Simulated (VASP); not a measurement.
Output of a VASP run:

### OSZICAR
```
...
DAV:  12    -0.265998729379E+01   -0.60288E-06   -0.21537E-07  1092   0.523E-03
   1 F= -.26599873E+01 E0= -.26609224E+01  d E =-.265999E+01
       N       E                     dE             d eps       ncg     rms          rms(c)
DAV:   1    -0.288398528966E+01   -0.22400E+00   -0.42272E+00  2098   0.239E+01    0.289E+00
DAV:   2    -0.273925559859E+01    0.14473E+00   -0.33255E-01  2048   0.697E+00    0.125E+00
DAV:   3    -0.267526004801E+01    0.63996E-01   -0.15512E-01  2484   0.418E+00    0.424E-01
DAV:   4    -0.267541632619E+01   -0.15628E-03   -0.74276E-03  2300   0.835E-01    0.295E-01
DAV:   5    -0.267570615209E+01   -0.28983E-03   -0.12523E-03  2386   0.325E-01    0.229E-02
DAV:   6    -0.267570569589E+01    0.45620E-06   -0.45940E-05  2756   0.556E-02    0.127E-02
DAV:   7    -0.267570689019E+01   -0.11943E-05   -0.26491E-06  1584   0.155E-02    0.285E-03
DAV:   8    -0.267570743873E+01   -0.54854E-06   -0.49815E-07   982   0.102E-02
   2 F= -.26757074E+01 E0= -.26764836E+01  d E =-.157201E-01
       N       E                     dE             d eps       ncg     rms          rms(c)
DAV:   1    -0.268949432005E+01   -0.13787E-01   -0.24918E-01  1912   0.586E+00    0.692E-01
DAV:   2    -0.268115799728E+01    0.83363E-02   -0.20102E-02  1992   0.172E+00    0.303E-01
DAV:   3    -0.267737123708E+01    0.37868E-02   -0.88079E-03  2490   0.999E-01    0.109E-01
DAV:   4    -0.267738022561E+01   -0.89885E-05   -0.44447E-04  2295   0.205E-01    0.759E-02
DAV:   5    -0.267740629085E+01   -0.26065E-04   -0.73105E-05  2349   0.796E-02    0.555E-03
DAV:   6    -0.267740558604E+01    0.70481E-06   -0.24105E-06  1406   0.141E-02
   3 F= -.26774056E+01 E0= -.26782217E+01  d E =-.174183E-01
       N       E                     dE             d eps       ncg     rms          rms(c)
DAV:   1    -0.267744246376E+01   -0.36173E-04   -0.93044E-04  1847   0.361E-01    0.439E-02
DAV:   2    -0.267740949576E+01    0.32968E-04   -0.77683E-05  1997   0.110E-01    0.191E-02
DAV:   3    -0.267739586178E+01    0.13634E-04   -0.33336E-05  2495   0.614E-02    0.638E-03
DAV:   4    -0.267739614275E+01   -0.28098E-06   -0.15697E-06  1135   0.132E-02
   4 F= -.26773961E+01 E0= -.26782150E+01  d E =-.174088E-01
       N       E                     dE             d eps       ncg     rms          rms(c)
DAV:   1    -0.267775474643E+01   -0.35888E-03   -0.10966E-02  2010   0.838E-01    0.785E-02
DAV:   2    -0.267760805017E+01    0.14670E-03   -0.39309E-04  2312   0.260E-01    0.474E-02
DAV:   3    -0.267752625884E+01    0.81791E-04   -0.10224E-04  2568   0.951E-02    0.216E-02
DAV:   4    -0.267752702648E+01   -0.76764E-06   -0.13081E-05  1793   0.305E-02    0.101E-02
DAV:   5    -0.267752672155E+01    0.30494E-06   -0.73017E-07   971   0.110E-02
   5 F= -.26775267E+01 E0= -.26783219E+01  d E =-.130579E-03
       N       E                     dE             d eps       ncg     rms          rms(c)
DAV:   1    -0.267775970914E+01   -0.23268E-03   -0.94657E-03  2015   0.780E-01    0.727E-02
DAV:   2    -0.267763420893E+01    0.12550E-03   -0.33956E-04  2324   0.242E-01    0.439E-02
DAV:   3    -0.267756406547E+01    0.70143E-04   -0.88419E-05  2584   0.883E-02    0.200E-02
DAV:   4    -0.267756470882E+01   -0.64335E-06   -0.11126E-05  1726   0.280E-02    0.930E-03
DAV:   5    -0.267756443185E+01    0.27697E-06   -0.57276E-07   937   0.102E-02
   6 F= -.26775644E+01 E0= -.26783429E+01  d E =-.168289E-03
```

**OUTCAR**
```
------------------------ aborting loop because EDIFF is reached ----------------------------------------
  FORCE on cell =-STRESS in cart. coord.  units (eV):
  Direction    XX          YY          ZZ          XY          YZ          ZX
  --------------------------------------------------------------------------------------
  Total        0.0193155      0.0193155      0.0159875      0.0000000     -0.0000000     -0.0000000
  in kB        0.4929396      0.4929396      0.4080083      0.0000000     -0.0000000     -0.0000000
  external PRESSURE =       0.4646292 kB  Pullay stress =       0.0000000 kB
  volume of cell :       62.78
      direct lattice vectors                 reciprocal lattice vectors
     1.800686215 -3.118880087  0.000000000     0.277671921 -0.160313954  0.000000000
     1.800686215  3.118880087 -0.000000000     0.277671921  0.160313954  0.000000000
    -0.000000000  0.000000000  5.589286416     0.000000000  0.000000000  0.178913716
 POSITION                                       TOTAL-FORCE (eV/Angst)
 -----------------------------------------------------------------------------------
      1.80069      1.03963      1.39732        -0.000000     -0.000000      0.000000
      1.80069     -1.03963      4.19196         0.000000      0.000000      0.000000
 -----------------------------------------------------------------------------------
    total drift:                               -0.000001      0.000074     -0.000012
  FREE ENERGIE OF THE ION-ELECTRON SYSTEM (eV)
  ---------------------------------------------------
  free  energy   TOTEN  =        -2.6775644319 eV

  energy  without entropy=       -2.6798997046  energy(sigma->0) =       -2.67834286

 reached required accuracy - stopping structural energy minimisation
```
(Selected blocks of OUTCAR.)

File POSCAR:
```
Tm
1
    1.7700000000    -3.0657300000     0.0000000000
    1.7700000000     3.0657300000     0.0000000000
    0.0000000000     0.0000000000     5.5500000000
Tm
2
Direct
  0.3333330000   0.6666670000   0.2500000000
  0.6666670000   0.3333330000   0.7500000000
```

Question: Reconstruct the remaining input files.

Answer: Several could match; the one computed here: the input of the run itself, vdW-DF2, plane waves, VASP's PBE PAW potentials (set 64).

File KPOINTS:
```
Regular mesh
0
G
11 11 6
```

**INCAR**
```
# general
SYSTEM   = Tm
PREC     = Accurate
ENCUT    = 520
LREAL    = .False.   # projection in real space or not
LASPH    = .True.

# electronic loop
EDIFF    = 1E-6   # SCF stop (eV)
NELM     = 100   # most electronic steps
ALGO     = Normal
LMAXMIX  = 6

# smearing
ISMEAR   = 1
SIGMA    = 0.1

# functional
GGA      = ML
LUSE_VDW = .True.
AGGAC    = 0.0
ZAB_VDW  = -1.8867

# ions
IBRION   = 2   # conjugate gradients
NSW      = 60   # most ionic steps
ISIF     = 3   # ions, shape and volume
EDIFFG   = -0.01   # ionic stop

# output
LWAVE    = .False.
LCHARG   = .False.
```

POTCAR, in this order: Tm_3 (PBE.64 set). Program: vasp_std.

The 4f electrons are frozen in the core of the lanthanide potential, so 4f levels, which can set the real gap, and their magnetism are missing. Energy and stress use the plane-wave basis of the starting cell.

The compound is Tm in the hcp structure. This run relaxes it. Symmetry was kept, so distortions that lower it aren't found.
